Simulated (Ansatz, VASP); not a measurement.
# Cross-check of BN between VASP and Ansatz, part 2 of 2

Aim: how closely do two programs agree when they are given the same cell, functional and k mesh? The cell is taken from a series of runs on this material, whose earlier steps may have relaxed, scaled, displaced or heated it; both programs get it as it stands.

VASP 6.6.1 and Ansatz 0.2.0.

So far: The structure; VASP: zone-centre phonons, LDA, pair 1; Ansatz: zone-centre phonons, LDA, pair 1; Side by side.

## (5) VASP: zone-centre phonons, LDA, pair 2

Level of this step: LDA; plane waves and PAW (B, N) (VASP).

Second derivatives magnify differences that forces hide, and they need a tight electronic threshold.

INCAR reads:

```
SYSTEM = BN
PREC = Accurate
ENCUT = 600
EDIFF = 1E-08
NELM = 120
ISMEAR = -1
SIGMA = 0.03
LREAL = .FALSE.
ALGO = Normal
GGA = CA
NELECT = 8.011469
NBANDS = 10
LORBIT = 11
LWAVE = .FALSE.
LCHARG = .FALSE.
ISIF = 2
IBRION = 8
LASPH = .TRUE.
GGA_COMPAT = .FALSE.
KPAR = 2
```

POSCAR reads:

```
BN
1.0
    0.0000000000      1.7899253151      1.7899253151
    1.7899253151      0.0000000000      1.7899253151
    1.7899253151      1.7899253151      0.0000000000
B N
1 1
Direct
    0.0000000000      0.0000000000      0.0000000000
    0.2500000000      0.2500000000      0.2500000000
```

KPOINTS reads:

```
Automatic mesh
0
Gamma
29 29 29
0 0 0
```

Potentials, in the order of the species: B and N (LDA family, release 64).

Launch:

```bash
> mpirun -np 2 vasp_std
```

Numbers of over 12 decimals in the logs are rounded to 6 here.

The program printed:

```text
[... set-up lines as in an earlier step ...]
 entering main loop
       N       E                     dE             d eps       ncg     rms          rms(c)
DAV:   1     0.108906661152E+02    0.10891E+02   -0.55090E+03 13882   0.885E+02
DAV:   2    -0.199600040105E+02   -0.30851E+02   -0.29919E+02 16392   0.169E+02
DAV:   3    -0.204626449294E+02   -0.50264E+00   -0.50163E+00 15932   0.189E+01
DAV:   4    -0.204632953589E+02   -0.65043E-03   -0.65041E-03 14862   0.792E-01
DAV:   5    -0.204632959703E+02   -0.61137E-06   -0.61059E-06 15506   0.245E-02BRMIX: very serious problems
 the old and the new charge density differ
 old charge density:     8.00000 new    8.01147
BRMIX: very serious problems
 the old and the new charge density differ
 old charge density:     8.00000 new    8.01147
    0.665E+00
DAV:   6    -0.194261200980E+02    0.10372E+01   -0.33361E+00 13810   0.114E+01    0.316E+00
DAV:   7    -0.193070420801E+02    0.11908E+00   -0.99961E-02 15230   0.274E+00    0.179E+00
DAV:   8    -0.192745850208E+02    0.32457E-01   -0.50327E-02 15450   0.161E+00    0.190E-01
[...]
RMM:   9    -0.367610745339E-01    0.54406E-07    0.14792E-07116109   0.183E-05    0.848E-07
RMM:  10    -0.367610760506E-01   -0.15167E-08    0.12814E-07 77207   0.110E-05    0.343E-07
RMM:  11    -0.367610750061E-01    0.10445E-08    0.13875E-07 64800   0.110E-05    0.124E-08
 first order change of Fermi-energy   0.75797E-05
 force on displaced ion       1 direction 1 : -25.557  -0.000  -0.000
 Linear response progress:
  Degree of freedom:   2/  2
       N       E                     dE             d eps       ncg     rms          rms(c)
RMM:   1    -0.230308585113E+00   -0.23031E+00    0.10145E-01137556   0.333E+00
RMM:   2    -0.224044727051E+00    0.62639E-02   -0.19935E-03104209   0.443E-01    0.232E-01
RMM:   3    -0.225026454350E+00   -0.98173E-03   -0.39439E-04101218   0.161E-01    0.125E-01
RMM:   4    -0.227068495295E+00   -0.20420E-02   -0.37414E-04 98045   0.157E-01    0.232E-02
[...]
RMM:   8    -0.227134433791E+00    0.18691E-06    0.21864E-08113776   0.477E-05    0.199E-05
RMM:   9    -0.227134370147E+00    0.63644E-07    0.16275E-08117148   0.433E-05    0.922E-07
RMM:  10    -0.227134369760E+00    0.38641E-09    0.22815E-08 88025   0.297E-05    0.365E-07
 first order change of Fermi-energy   0.18139E-04
 force on displaced ion       2 direction 1 : -25.549  -0.000  -0.000
 Linear response finished
```

From OUTCAR (step 5):

```text
  Total        0.2320360      0.2320360      0.2320360     -0.0000000      0.0000000     -0.0000000
  in kB       32.4138972     32.4138972     32.4138972     -0.0000000      0.0000000     -0.0000000
  external PRESSURE =      32.4138972 kB  Pullay stress =       0.0000000 kB

 POSITION                                       TOTAL-FORCE (eV/Angst)
 -----------------------------------------------------------------------------------
      0.00000      0.00000      0.00000        -0.000000     -0.000000      0.000000
      0.89496      0.89496      0.89496         0.000000      0.000000     -0.000000
 -----------------------------------------------------------------------------------
    total drift:                               -0.000000     -0.000000     -0.000000

[... 2 parts as in an earlier step ...]
```

## (6) Ansatz: zone-centre phonons, LDA, pair 2

The same cell, functional (in two slightly different forms), mesh and smearing now go to Ansatz, which takes its cutoff from its data sets.

The cell is taken from a series of runs on this material, whose earlier steps may have relaxed, scaled, displaced or heated it; both programs get it as it stands.

input.yaml reads:

```yaml
crystal:
  lattice:
    - [0.0, 1.7899253151, 1.7899253151]
    - [1.7899253151, 0.0, 1.7899253151]
    - [1.7899253151, 1.7899253151, 0.0]
  atoms:
    - { symbol: B, position: [0.0, 0.0, 0.0] }
    - { symbol: "N", position: [0.25, 0.25, 0.25] }
total_charge: -0.011469
kpoints:
  mp_grid: { grid: [29, 29, 29] }
hamiltonian:
  xc: lda
  pseudopotentials: { kind: paw, azcp: { folder: soft_1 }, xc_functional: pbe }
scf:
  occupations: { method: fermi_dirac, width: 0.03 }
output:
  eigenvalues: true
phonons:
  method: dfpt
```

Launch:

```bash
> ansatz run input.yaml --threads 8 --pin off --max-ram 16384MiB --backend cpu --events-out ev --progress --plain --runs-dir out
```

The program printed:

```text
[...]
Crystal: 2 atoms, lattice volume = 11.469 Å³
Basis set: ecut = 420 eV, 229 PW (Γ), exchange–correlation on 36×36×36 points (8 copies of the dense FFT grid, shifted against one another)
Bands: 9, of which v1, the nominal top of the filled ones, is band 4 counted from 1 (3 counted from 0)
Symmetry: 24 space group operations
k-points: 1800 of 24389 (irreducible under 8 space group operations, time reversal used)
[...]
Free energy (F): -526.287605 eV
[...]
Internal energy: -526.287467 eV  (E = F + TS)
E sigma→0 (E₀):  -526.287536 eV
Entropy (-TS):   -0.000138 eV (-0.069 meV/atom)
Fermi energy:    16.155954 eV
[...]
--- Band table (eV; the first three rows and the last of 1800) ---
[...]
ASR residual: 1.185e-5 → 0.000e0 eV/Å²; symmetrization residual: 6.743e-7 eV/Å²
  ASR residual per site (eV/Å²): 1.18e-5 9.08e-6
  Γ frequencies (cm⁻¹): 0.00 0.00 0.00 1062.63 1062.63 1062.63
[...]
[key lines of the parts left out:]
SCF converged after 8 iterations
```

## (7) Comparison

The two programs side by side:

```
                  quantity  Ansatz    VASP  difference
optical mode 1 to 3 (cm⁻¹)  1062.6  1067.3     -0.43 %
```

Modes are paired by rising frequency, not by their patterns, so a pair may set unlike modes beside each other; they are those without the splitting of longitudinal modes. The cell carries a charge of -0.011469 e against a uniform background, so its pressure also hangs on how the neutralising background is counted, and in a defect's cell a gap may be the spacing between its levels.

## (8) Summary of results

| Property | Result |
| --- | --- |
| r.m.s. difference of the optical zone-centre modes, each program's sorted by frequency (zone-centre phonons, LDA, pair 1) | 4.6 cm⁻¹ |
| r.m.s. difference of the optical zone-centre modes, each program's sorted by frequency (zone-centre phonons, LDA, pair 2) | 4.6 cm⁻¹ |

What this shows: The r.m.s. difference of the optical zone-centre modes, each program's sorted by frequency is 4.6 cm⁻¹ (zone-centre phonons, LDA, pair 1). Such differences can come from data sets, numerical settings and the points named under the comparisons, not from the functional's error against experiment.

[Lines on the potential files, build, host, timing and source positions are cut from VASP's logs without a mark.]

[Logs are printed without paths, hosts, clocks, repeated set-up lines and the standing remarks that a program may print on its own settings, such as how far it seeks lower states.]

[Hosts, paths, dates, database ids (printed as entryN), source tags and the programs' standing remarks are cut or masked in the printed files.]
